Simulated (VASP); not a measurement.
Write the native input for VASP 6.6.1 that does the following.

```
Task                   : relaxation of cell and atoms
Functional             : PBE
Potentials or basis    : VASP PAW PBE potentials, release 64 (In_d, Sb, O)
Cutoff                 : 520 eV
k mesh                 : 10 × 8 × 4
Occupations            : gaussian, width 0.1 eV
Spin                   : no spin polarisation
Further INCAR settings : ALGO = Normal; EDIFF = 1e-06; IBRION = 2; EDIFFG = -0.01; NSW = 90; ISIF = 3
```

The structure of In3SbO4 lies in POSCAR:

```
In3SbO4
1.0
    3.2690000000      0.0000000000      0.0000000000
    0.0000000000      3.4230000000      0.0000000000
    0.0000000000      0.0000000000     11.0310000000
In Sb O
3 1 4
Direct
    0.5000000000      0.5000000000      0.1265524400
    0.0000000000      0.5000000000      0.8884960600
    0.0000000000      0.0000000000      0.3662405900
    0.5000000000      0.0000000000      0.6317650300
    0.5000000000      0.0000000000      0.8162451300
    0.5000000000      0.5000000000      0.3333333300
    0.0000000000      0.5000000000      0.6692956200
    0.0000000000      0.0000000000      0.1679811400
```

The cell was built by a generator and needn't be a form met in nature.

These files were run (other wordings do the same):

INCAR

```
PREC = Accurate
ENCUT = 520
EDIFF = 1E-6
ISMEAR = 0
SIGMA = 0.1
LREAL = F
LASPH = T
NELM = 120
ALGO = Normal
ISIF = 3
LWAVE = F
LCHARG = F
GGA = PE
IBRION = 2
NSW = 90
EDIFFG = -0.01
KPAR = 4
```

KPOINTS

```
regular mesh
0
Gamma
  10 8 4
```

Potentials or basis: VASP PAW PBE potentials, release 64 (In_d, Sb, O).

Command:

```console
$ cat potpaw_PBE.64/In_d/POTCAR potpaw_PBE.64/Sb/POTCAR potpaw_PBE.64/O/POTCAR > POTCAR
$ mpirun -np 4 vasp_std > vasp.out
```

Results of the run:

| Property | Result |
| --- | --- |
| Relaxed volume | 15.55 Å³/atom |
| Relaxed cell | a = 3.278 Å, b = 3.444 Å, c = 11.019 Å, α = 90.00°, β = 90.00°, γ = 90.00° |
| Space group after relaxing (to 0.05 Å) | Pmm2 (No. 25) |
| Energy gained by relaxing | 5.2 meV/atom |
| Ionic steps | 17 |
| Pressure after relaxing | 0.0 GPa |
| Largest force after relaxing | 0.008 eV/Å |
| Band gap on the k mesh | none (metal or under the smearing width) |

Wall time 16 min on 4 MPI ranks on Intel(R) Xeon(R) Platinum 8488C (Sapphire Rapids), on a shared host, peak memory 0.51 GiB a rank.
